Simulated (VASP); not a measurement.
A VASP calculation is set up with these files.

KPOINTS:
```
Automatic mesh
0
Gamma
7 7 6
0 0 0
```

### INCAR
```
# general
SYSTEM =Ga
PREC   =Accurate
ENCUT  =400   # plane-wave cut-off (eV)
LREAL  =.FALSE.
LASPH  =.TRUE.

# electronic loop
EDIFF  =1E-6   # SCF stop (eV)
NELM   =100   # most electronic steps
ALGO   =Normal
LMAXMIX=4   # l cut-off of mixed one-centre charges

# smearing
ISMEAR =1   # Methfessel-Paxton
SIGMA  =0.1   # width (eV)

# functional
GGA    =PE   # PBE

# ions
ISIF   =2   # forces and stress, cell fixed

# output
LWAVE  =.FALSE.
LCHARG =.FALSE.
```

**POSCAR**
```
Ga
4.4008590
  0.5128764634  -0.8584624047   0.0000000000
  0.5128764634   0.8584624047   0.0000000000
  0.0000000000   0.0000000000   1.0162281955
Ga
4
Cartesian
  0.5128764634   0.5925107517   0.9339137116
  0.5128764634   0.2659516530   0.4257996139
  0.5128764634  -0.2659516530   0.5904285816
  0.5230098766  -0.5925107517   0.0823144838
```

POTCAR, in this order: Ga_d (PBE.64 set). Program: vasp_std.

Task: Write an equivalent input for Ansatz.

Result: One equivalent input (not run):
Ansatz 0.2 input:
```yaml
crystal:
  lattice:
    - [2.2570970, -3.7779720, 0.0000000]
    - [2.2570970, 3.7779720, 0.0000000]
    - [0.0000000, 0.0000000, 4.4722770]
  atoms:
    - { symbol: Ga, position: [0.1549000, 0.8451000, 0.9190000] }
    - { symbol: Ga, position: [0.3451000, 0.6549000, 0.4190000] }
    - { symbol: Ga, position: [0.6549000, 0.3451000, 0.5810000] }
    - { symbol: Ga, position: [0.8549790, 0.1647790, 0.0810000] }
kpoints:
  mp_grid: { grid: [7, 7, 6] }
hamiltonian:
  xc: pbe
  pseudopotentials: { kind: paw }
scf:
  occupations: { method: methfessel_paxton, width: 0.1 }
  max_iter: 100
output: { forces: true, stress: true, eigenvalues: true }
```
The two are equivalent in intent, not identical: each code has its own PAW files, so the cut-off isn't converted (ENCUT is set for VASP's; basis.ecutwfc is left out, and Ansatz then takes the one that its files recommend); Ansatz stops its SCF on the density residual and VASP on the energy change (EDIFF).

The compound is Ga in the alpha structure. The cell was not relaxed at this level, atoms are displaced from their ideal sites.
